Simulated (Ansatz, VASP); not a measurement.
# WC: VASP beside Ansatz, part 2 of 2

One calculation is typed for both programs; each brings its own data sets. How far apart do they land? The structure shown is the end of the Ansatz relaxation below.

VASP 6.6.1 and Ansatz 0.2.0.

So far: Set-up; Ansatz: relaxation, PBEsol; VASP: single point, PBEsol, pair 1; Differences; VASP: single point, PBEsol, pair 2.

## (6) VASP: single point, PBEsol, pair 2 (continued)

Level of this step: PBEsol; plane waves and PAW (W, C) (VASP).

Numbers of over 12 decimals in the logs are rounded to 6 here.

From OUTCAR (step 6):

```text
  Total       -0.0582022     -0.0582022      1.1696377      0.0000000     -0.0000000      0.0000000
  in kB       -4.5598961     -4.5598961     91.6361688      0.0000000     -0.0000000      0.0000000
  external PRESSURE =      27.5054589 kB  Pullay stress =       0.0000000 kB

 POSITION                                       TOTAL-FORCE (eV/Angst)
 -----------------------------------------------------------------------------------
      2.90453      0.00000      0.00000        -0.000000      0.000000      0.000000
      1.45226      0.83847      1.39953         0.000000      0.000000      0.000000
 -----------------------------------------------------------------------------------
    total drift:                               -0.000004      0.000002     -0.000000

  FREE ENERGIE OF THE ION-ELECTRON SYSTEM (eV)
  ---------------------------------------------------
  free  energy   TOTEN  =       -23.9776180954 eV

  energy  without entropy=      -23.9752452690  energy(sigma->0) =      -23.97643168

[... 1 part as in an earlier step ...]

[... 2 further parts left out ...]
[key lines of the parts left out:]
E-fermi :   8.3243
```

The run ends at a pressure of 2.75 GPa.

## (7) Side by side

What differs besides the data sets and the points named for the pairs above, as far as they apply: the data sets hold 18 valence electrons in Ansatz (on its PAW soft_1 files) and 10 in VASP. Total energies have different zeros and are not compared.

The two programs side by side:

```csv
quantity,Ansatz,VASP,difference
pressure (GPa),3.15,2.75,+0.40
```

## (8) Ansatz: relaxation, PBEsol

This run makes the geometry at which the two programs are then compared. The cell compared in this pair holds 20.21 Å³, against 20.45 Å³ for the pair before.

The structure compared here is the end of the Ansatz relaxation.

File input.yaml:

```yaml
crystal:
  lattice:
    - [2.920623615, 0.0, 0.0]
    - [-1.4603118075, 2.5293342455, 0.0]
    - [0.0, 0.0, 2.7425198]
  atoms:
    - { symbol: W, position: [0.0, 0.0, 0.0] }
    - { symbol: C, position: [0.6666667, 0.3333333, 0.5] }
kpoints:
  mp_grid: { grid: [17, 17, 15] }
scf:
  occupations: { method: fermi_dirac, width: 0.05 }
hamiltonian:
  xc: pbesol
  pseudopotentials: { kind: paw, azcp: { folder: soft_1 }, xc_functional: pbe }
basis:
  ecutwfc: 600
output:
  forces: true
  stress: true
relax:
  f_tol: 0.005
  max_steps: 70
  cell: { stress_tol: 0.02, p_target: 0, fix: [c, alpha, beta, gamma] }
```

Launch:

```
ansatz run input.yaml --threads 4 --pin off --max-ram 10240MiB --backend cpu --events-out ev --progress --plain --runs-dir out
```

The program printed:

```text
[...]
Crystal: 2 atoms, lattice volume = 20.260 Å³
Basis set: ecut = 600 eV, 665 PW (Γ), exchange–correlation on 48×48×48 points (8 copies of the dense FFT grid, shifted against one another)
Bands: 13, of which v1, the nominal top of the filled ones, is band 9 counted from 1 (8 counted from 0)
Symmetry: 4 space group operations
k-points: 648 of 4335 (time reversal used)
[...]
0.000007      -0.005539       0.000000
        0.000000       0.000000      29.734235
  P = ⅓ Tr σ = 9.9077 GPa (99.077 kbar)
--- Relaxed structure (3 steps of the walk, 3 accepted, 1 SCFs on fresh bases) ---
[...]
cell:  # Å, volume = 20.2060 Å³
    - [2.916754, 0, 0.0]
    - [-1.458377, 2.525983, 0.0]
    - [0.0, 0.0, 2.7425198]
  atoms:
    - { symbol: W, position: [1.557031338658316e-8, -1.5570313460598028e-8, 0.0] }
    - { symbol: C, position: [0.666667, 0.333333, 0.5] }
[key lines of the parts left out:]
SCF converged after 7 iterations
Free energy (F): -10504.695170 eV
Fermi energy:    20.956841 eV
```

## (9) VASP: single point, PBEsol, pair 3

The same cell, functional, mesh and smearing now go to VASP, with its own data sets.

File INCAR:

```
SYSTEM = WC
PREC = Accurate
ENCUT = 600
EDIFF = 1E-06
NELM = 120
ISMEAR = -1
SIGMA = 0.05
LREAL = .FALSE.
ALGO = Normal
GGA = PS
NBANDS = 11
LASPH = .TRUE.
LORBIT = 11
LWAVE = .FALSE.
LCHARG = .FALSE.
ISIF = 2
GGA_COMPAT = .FALSE.
KPAR = 2
```

File POSCAR:

```
WC
1.0
    2.9167538674      0.0000000000      0.0000000000
   -1.4583769337      2.5259829457      0.0000000000
    0.0000000000      0.0000000000      2.7425198000
W C
1 1
Direct
    0.0000000156      0.9999999844      0.0000000000
    0.6666666511      0.3333333489      0.5000000000
```

File KPOINTS:

```
Automatic mesh
0
Gamma
17 17 15
0 0 0
```

PAW data sets: W and C (PBE family, release 64).

Launch:

```
mpirun -np 2 vasp_std
```

The program printed:

```text
[... set-up lines as in an earlier step ...]
 entering main loop
       N       E                     dE             d eps       ncg     rms          rms(c)
DAV:   1     0.287717645036E+02    0.28772E+02   -0.54848E+03  5808   0.930E+02
DAV:   2    -0.247185539023E+02   -0.53490E+02   -0.50813E+02  6644   0.216E+02
DAV:   3    -0.269013155189E+02   -0.21828E+01   -0.21614E+01  7162   0.368E+01
DAV:   4    -0.269151214725E+02   -0.13806E-01   -0.13801E-01  6399   0.346E+00
[...]
DAV:  11    -0.239274952849E+02    0.10024E-04   -0.84738E-05  7074   0.657E-02    0.110E-02
DAV:  12    -0.239274928276E+02    0.24572E-05   -0.50423E-06  6148   0.154E-02    0.897E-03
DAV:  13    -0.239274928285E+02   -0.88721E-09   -0.31521E-07  3099   0.524E-03
   1 F= -.23927493E+02 E0= -.23926379E+02  d E =-.222784E-02
```

OUTCAR, selected parts (step 9):

```text
  Total       -0.0172456     -0.0172456      3.7237009     -0.0000000      0.0000000      0.0000000
  in kB       -1.3674427     -1.3674427    295.2605364     -0.0000000      0.0000000      0.0000000
  external PRESSURE =      97.5085504 kB  Pullay stress =       0.0000000 kB

 POSITION                                       TOTAL-FORCE (eV/Angst)
 -----------------------------------------------------------------------------------
     -1.45838      2.52598      0.00000         0.000000      0.000000      0.000000
      1.45838      0.84199      1.37126        -0.000000     -0.000000      0.000000
 -----------------------------------------------------------------------------------
    total drift:                                0.000021     -0.000012     -0.000000

  FREE ENERGIE OF THE ION-ELECTRON SYSTEM (eV)
  ---------------------------------------------------
  free  energy   TOTEN  =       -23.9274928285 eV

  energy  without entropy=      -23.9252649908  energy(sigma->0) =      -23.92637891

[... 1 part as in an earlier step ...]

[... 2 further parts left out ...]
[key lines of the parts left out:]
E-fermi :   8.5185
```

The run ends at a pressure of 9.75 GPa.

## (10) Comparison

What differs besides the data sets and the points named for the pairs above, as far as they apply: the data sets hold 18 valence electrons in Ansatz (on its PAW soft_1 files) and 10 in VASP. Total energies have different zeros and are not compared.

The two programs side by side:

```csv
quantity,Ansatz,VASP,difference
pressure (GPa),9.91,9.75,+0.16
```

## (11) Outcome

```json
{"difference in pressure (single point, PBEsol, pair 1)": "0.28 GPa", "difference in pressure (single point, PBEsol, pair 2)": "0.40 GPa", "difference in pressure (single point, PBEsol, pair 3)": "0.16 GPa"}
```

What this shows: The difference in pressure is 0.40 GPa (single point, PBEsol, pair 2), within the 1 GPa picked in this series as the mark of a large difference. The data sets hold unlike numbers of valence electrons (18 in Ansatz and 10 in VASP), so part of the differences comes from the potentials. 3 further runs of this series are not shown here. How closely two codes agree says nothing of how well the functional describes the real material.

[Lines on the potential files, build, host, timing and source positions are cut from VASP's logs without a mark.]

[Logs are printed without paths, hosts, clocks, repeated set-up lines and the standing remarks that a program may print on its own settings, such as how far it seeks lower states.]

[Hosts, paths, dates, database ids (printed as entryN), source tags and the programs' standing remarks are cut or masked in the printed files.]
